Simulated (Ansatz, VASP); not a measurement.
# Cross-check of CsBeCl3 between VASP and Ansatz

Aim: how closely do two programs agree when they are given the same cell, functional and k mesh? The cell is invented: As first built, before any earlier steps moved the atoms (in the runner's words): it takes the RbSrCl3 structure with some of its atoms replaced by other elements, volume scaled by an estimate. It may not be a known or stable phase. The cell is taken from a series of VASP runs on this material, whose earlier steps may have relaxed, scaled or displaced it; both programs get it as it stands.

Calculated with Ansatz 0.2.0; plane waves, with VASP 6.6.1 beside it; relaxation of cell and atoms at r2SCAN and elastic constants at r2SCAN.

### Step 1. Set-up

The structure is triclinic, space group P1 (No. 1). The conventional cell has a = 5.174 Å, b = 5.386 Å, c = 5.432 Å, α = 84.38°, β = 85.30°, γ = 85.79°. Cs has 12 Cl at 3.58 to 4.33 Å and 4 Be at 3.83 to 4.23 Å nearest. Nearest to Cl lie 2 Be at 1.92 to 3.94 Å and 4 Cs at 3.61 to 4.11 Å. Nearest to Cl lie 2 Be at 1.90 to 3.87 Å and 4 Cs at 3.66 to 4.33 Å. Nearest to Cl lie 2 Be at 1.92 to 3.93 Å and 4 Cs at 3.58 to 4.04 Å. Nearest to Be lie 3 Cl at 1.90 to 1.92 Å. As first built, before any earlier steps moved the atoms (in the runner's words): sites of the RbSrCl3 structure (space group 221) filled with other elements, volume scaled by an estimate. Farther neighbours and most contacts between anions are not listed.

Structure file:

```xyz
5
Lattice="5.3766 0.1930 -0.2577 0.1851 5.1667 -0.2042 -0.2649 -0.2217 5.4212" Properties=species:S:1:pos:R:3 pbc="T T T"
Cs    2.6592    2.5444    2.4884
Cl    2.4903    5.1077   -0.2196
Cl    5.2649    2.4021   -0.1467
Cl    5.3268    5.1430    2.5854
Be    0.3887    0.4332    4.7418
```

### Step 2. VASP: relaxation of cell and atoms, r2SCAN

The relaxed volume is the usual yardstick between codes: its relative difference is about their pressure difference at one cell divided by the bulk modulus.

Lines of VASP's logs that name or quote its potential files are left out, and so is its time.

Contents of INCAR:

```
SYSTEM = CsBeCl3
PREC = Accurate
ENCUT = 400
EDIFF = 1E-06
NELM = 100
ISMEAR = -1
SIGMA = 0.05
LREAL = .FALSE.
ALGO = Normal
METAGGA = R2SCAN
LASPH = .TRUE.
NBANDS = 22
LORBIT = 11
LWAVE = .FALSE.
LCHARG = .FALSE.
KPAR = 2
IBRION = 2
NSW = 60
ISIF = 3
EDIFFG = -0.01
```

Contents of POSCAR:

```
CsBeCl3
1.0
    5.3765966903      0.1929984461     -0.2577207660
    0.1850546805      5.1667290851     -0.2041710437
   -0.2648938551     -0.2216757638      5.4212036329
Cs Cl Be
1 3 1
Direct
    0.5022612064      0.4952203580      0.5015341507
    0.4305004485      0.9732029464      0.0166116081
    0.9661350805      0.4303285697      0.0350848681
    0.9845472045      0.9826889608      0.5607191219
    0.1118120600      0.1176141650      0.8844232511
```

Contents of KPOINTS:

```
Automatic mesh
0
Gamma
4 5 4
0 0 0
```

Potentials, in the order of the species: Cs_sv, Cl and Be (PBE family, release 64).

Run with:

```bash
$ mpirun -np 2 vasp_std
```

Numbers of over 12 decimals in the logs are rounded to 6 here.

The program printed:

```text
[banner, memory and clock lines left out]
running    2 mpi-ranks, on    1 nodes
 distrk:  each k-point on    1 cores,    2 groups
 distr:  one band on    1 cores,    1 groups

 POSCAR found type information on POSCAR CsClBe
 POSCAR found :  3 types and       5 ions
|                                                                             |
|               ----> ADVICE to this user running VASP <----                  |
|                                                                             |
|     You enforced a specific xc type in the INCAR file but a different       |
|     [... a line on the potential file left out ...]
|     I HOPE YOU KNOW WHAT YOU ARE DOING!                                     |
|                                                                             |

 LDA part: xc-table for (None), standard interpolation
 POSCAR, INCAR and KPOINTS ok, starting setup
 FFT: planning ... GRIDC
 FFT: planning ... GRID_SOFT
 FFT: planning ... GRID
 WAVECAR not read
 entering main loop
       N       E                     dE             d eps       ncg     rms          rms(c)
DAV:   1     0.153728521113E+03    0.15373E+03   -0.11756E+04  1848   0.101E+03
DAV:   2    -0.481136638256E+02   -0.20184E+03   -0.19270E+03  2660   0.213E+02
DAV:   3    -0.646527672422E+02   -0.16539E+02   -0.16487E+02  2346   0.717E+01
DAV:   4    -0.648836490450E+02   -0.23088E+00   -0.23069E+00  2292   0.105E+01
DAV:   5    -0.648882996127E+02   -0.46506E-02   -0.46496E-02  2322   0.148E+00    0.705E+00
DAV:   6    -0.571593385251E+02    0.77290E+01   -0.14547E+00  2160   0.843E+00    0.532E+00
DAV:   7    -0.571385036113E+02    0.20835E-01   -0.86418E-01  2346   0.455E+00    0.191E+00
DAV:   8    -0.571433359503E+02   -0.48323E-02   -0.86456E-02  2202   0.169E+00    0.110E+00
DAV:   9    -0.571496006785E+02   -0.62647E-02   -0.11645E-02  2352   0.713E-01    0.252E-01
DAV:  10    -0.571496881716E+02   -0.87493E-04   -0.31646E-04  2232   0.122E-01    0.932E-02
DAV:  11    -0.571500909379E+02   -0.40277E-03   -0.49965E-04  2298   0.168E-01    0.165E-02
DAV:  12    -0.571500878801E+02    0.30578E-05   -0.15109E-05  2334   0.280E-02    0.210E-02
DAV:  13    -0.571500868116E+02    0.10685E-05   -0.25989E-06  2008   0.100E-02    0.342E-03
DAV:  14    -0.571500864512E+02    0.36034E-06   -0.68150E-07  1662   0.471E-03
   1 F= -.57150086E+02 E0= -.57150086E+02  d E =-.571501E+02
[... from here on, the cycles between the ionic steps are left out ...]
   2 F= -.57151896E+02 E0= -.57151896E+02  d E =-.180972E-02
   3 F= -.57151898E+02 E0= -.57151898E+02  d E =-.181173E-02
  18 F= -.57160936E+02 E0= -.57160936E+02  d E =-.785120E-03
  19 F= -.57160952E+02 E0= -.57160952E+02  d E =-.800943E-03
  20 F= -.57161092E+02 E0= -.57161092E+02  d E =-.139732E-03
  21 F= -.57161093E+02 E0= -.57161093E+02  d E =-.141290E-03
  22 F= -.57161090E+02 E0= -.57161090E+02  d E =-.138095E-03
  23 F= -.57161091E+02 E0= -.57161091E+02  d E =-.139395E-03
  24 F= -.57161167E+02 E0= -.57161167E+02  d E =-.759255E-04
  25 F= -.57161302E+02 E0= -.57161302E+02  d E =-.210820E-03
  26 F= -.57161317E+02 E0= -.57161317E+02  d E =-.225708E-03
  27 F= -.57161367E+02 E0= -.57161367E+02  d E =-.499749E-04
  28 F= -.57161369E+02 E0= -.57161369E+02  d E =-.522769E-04
 curvature:  -1.31 expect dE=-0.716E-04 dE for cont linesearch -0.371E-09
 trial: gam= 0.74728 g(F)=  0.197E-04 g(S)=  0.348E-04 ort = 0.215E-06 (trialstep = 0.156E+01)
 search vector abs. value=  0.146E-03
 bond charge predicted
       N       E                     dE             d eps       ncg     rms          rms(c)
DAV:   1    -0.571615506879E+02   -0.18134E-03   -0.27707E-02  1848   0.908E-01    0.982E-02
DAV:   2    -0.571614865915E+02    0.64096E-04   -0.11804E-03  2160   0.210E-01    0.457E-02
DAV:   3    -0.571614403619E+02    0.46230E-04   -0.66316E-05  2346   0.490E-02    0.237E-02
DAV:   4    -0.571614369622E+02    0.33997E-05   -0.29906E-05  2250   0.321E-02    0.978E-03
DAV:   5    -0.571614402511E+02   -0.32889E-05   -0.28930E-06  1932   0.108E-02    0.345E-03
DAV:   6    -0.571614407500E+02   -0.49889E-06   -0.36851E-07  1464   0.404E-03
  29 F= -.57161441E+02 E0= -.57161441E+02  d E =-.714340E-04
 trial-energy change:   -0.000071  1 .order   -0.000069   -0.000085   -0.000053
 step:   4.1372(harm=  4.1372)  dis= 0.00419  next Energy=   -57.161482 (dE=-0.113E-03)
 reached required accuracy - stopping structural energy minimisation
```

From OUTCAR (step 2):

```text
ion  position               nearest neighbor table
   1  0.502  0.495  0.502-
   2  0.431  0.973  0.017-   5 1.92
   3  0.966  0.430  0.035-   5 1.90
   4  0.985  0.983  0.561-   5 1.92
   5  0.112  0.118  0.884-   3 1.90   2 1.92   4 1.92

  LATTYP: Found a triclinic cell.
 ALAT       =     7.1897825059
 B/A-ratio  =     0.7196423453
 C/A-ratio  =     1.0105733142
 COS(alpha) =     0.0068217949
 COS(beta)  =     0.5054361301
 COS(gamma) =     0.6646765027

 Subroutine GETGRP returns: Found  1 space group operations
 (whereof  1 operations were pure point group operations)

The static configuration has the point symmetry C_1 .

 Found     42 irreducible k-points:

   k-points           NKPTS =     42   k-points in BZ     NKDIM =     42   number of bands    NBANDS=     22

   dimension x,y,z NGX =    36 NGY =   36 NGZ =   36
   dimension x,y,z NGXF=    72 NGYF=   72 NGZF=   72

   ENCUT  =  400.0 eV  29.40 Ry    5.42 a.u.   8.78  8.44  8.86*2*pi/ulx,y,z

   NELECT =      32.0000    total number of electrons

 k-points in reciprocal lattice and weights: Automatic mesh
   0.00000000  0.00000000  0.00000000       0.013
   0.25000000  0.00000000  0.00000000       0.025
   0.50000000  0.00000000  0.00000000       0.013
  -0.00000000  0.20000000  0.00000000       0.025
   0.25000000  0.20000000  0.00000000       0.025
   0.50000000  0.20000000  0.00000000       0.025
  -0.25000000  0.20000000 -0.00000000       0.025
  -0.00000000  0.40000000  0.00000000       0.025
   0.25000000  0.40000000  0.00000000       0.025
[...]
0.50000000  0.40000000  0.50000000       0.025
  -0.25000000  0.40000000  0.50000000       0.025

 average (electrostatic) potential at core
       1 -55.1834       2 -97.7117       3 -97.7089       4 -97.7158       5 -39.5885

 E-fermi :  -0.4360

 k-point     1 :       0.0000    0.0000    0.0000
  band No.  band energies     occupation
    ...
     12      -2.3582      2.00000
     13      -2.2784      2.00000
     14      -1.8637      2.00000
     15      -1.8574      2.00000
     16      -1.7104      2.00000
     17       4.6317      0.00000
     18       4.6627      0.00000
     19       5.5999      0.00000
     20       5.6180      0.00000
     21       6.8383      0.00000
    ...

 k-point     2 :       0.2500    0.0000    0.0000
  band No.  band energies     occupation
    ...
     12      -2.4062      2.00000
     13      -2.2189      2.00000
     14      -2.0328      2.00000
     15      -1.9719      2.00000
     16      -1.7961      2.00000
     17       4.9885      0.00000
     18       5.3129      0.00000
     19       6.0458      0.00000
     20       6.0945      0.00000
     21       6.9235      0.00000
    ...

 k-point     3 :       0.5000    0.0000    0.0000
  band No.  band energies     occupation
    ...
     12      -2.4465      2.00000
     13      -2.3939      2.00000
     14      -2.0886      2.00000
     15      -2.0218      2.00000
     16      -1.8803      2.00000
     17       5.4287      0.00000
     18       6.1082      0.00000
     19       6.6423      0.00000
     20       6.9996      0.00000
     21       7.4347      0.00000
    ...

  Total       -0.0191063     -0.0254395     -0.0279052      0.0040756     -0.0046876      0.0099665
  in kB       -0.2027118     -0.2699047     -0.2960644      0.0432404     -0.0497341      0.1057413
  external PRESSURE =      -0.2562270 kB  Pullay stress =       0.0000000 kB

  energy-cutoff  :      400.00
  volume of cell :      151.01
      direct lattice vectors                 reciprocal lattice vectors
     5.336010131  0.275794696 -0.264420185     0.188305712 -0.008584587  0.009203537
     0.254977074  5.327280557 -0.247854473    -0.009280523  0.188595834  0.009427300
    -0.274338551 -0.280975469  5.350927358     0.008875398  0.008311528  0.187774965

 POSITION                                       TOTAL-FORCE (eV/Angst)
 -----------------------------------------------------------------------------------
      2.70318      2.71000      2.36325        -0.000519     -0.000548      0.003464
      2.55696      5.28910     -0.20818        -0.001276     -0.000365      0.002304
      5.27630      2.57223     -0.21322         0.006527     -0.002823     -0.001384
      5.27865      5.28662      2.52819        -0.005516     -0.000393     -0.007363
      0.38409      0.38344      4.68777         0.000785      0.004130      0.002979
 -----------------------------------------------------------------------------------
    total drift:                               -0.001360     -0.002651      0.004646

  FREE ENERGIE OF THE ION-ELECTRON SYSTEM (eV)
  ---------------------------------------------------
  free  energy   TOTEN  =       -57.1614407500 eV

  energy  without entropy=      -57.1614407499  energy(sigma->0) =      -57.16144075

 reached required accuracy - stopping structural energy minimisation

 total charge
# of ion       s       p       d       tot
------------------------------------------
    1        1.858   4.725   0.018   6.601
    2        1.600   3.613   0.000   5.214
    3        1.600   3.613   0.000   5.214
    4        1.600   3.613   0.000   5.214
    5        0.402   0.648   0.000   1.050
--------------------------------------------------
tot          7.061  16.213   0.018  23.292

[... 3 further parts left out ...]
```

CONTCAR:

```
CsBeCl3
   1.00000000000000
     5.3360101312997026    0.2757946961025231   -0.2644201846313921
     0.2549770736440346    5.3272805574043867   -0.2478544734373964
    -0.2743385505088141   -0.2809754693743117    5.3509273582637977
  Cs              Cl              Be
     1     3     1
Direct
     0.5075099570664436    0.5082876130121885    0.4902755343775649
     0.4341686503957241    0.9718099075796071    0.0275634845068345
     0.9695131899863352    0.4341354150906981    0.0281716885987895
     0.9718849815240563    0.9718791532352251    0.5655207379912073
     0.1121792209274367    0.1129429109822779    0.8868415544256101
```

(Part 1 of 2 ends here.)

[Lines on the potential files, build, host, timing and source positions are cut from VASP's logs without a mark.]

[Logs are printed without paths, hosts, clocks, repeated set-up lines and the standing remarks that a program may print on its own settings, such as how far it seeks lower states.]

[Hosts, paths, dates, database ids (printed as entryN), source tags and the programs' standing remarks are cut or masked in the printed files.]
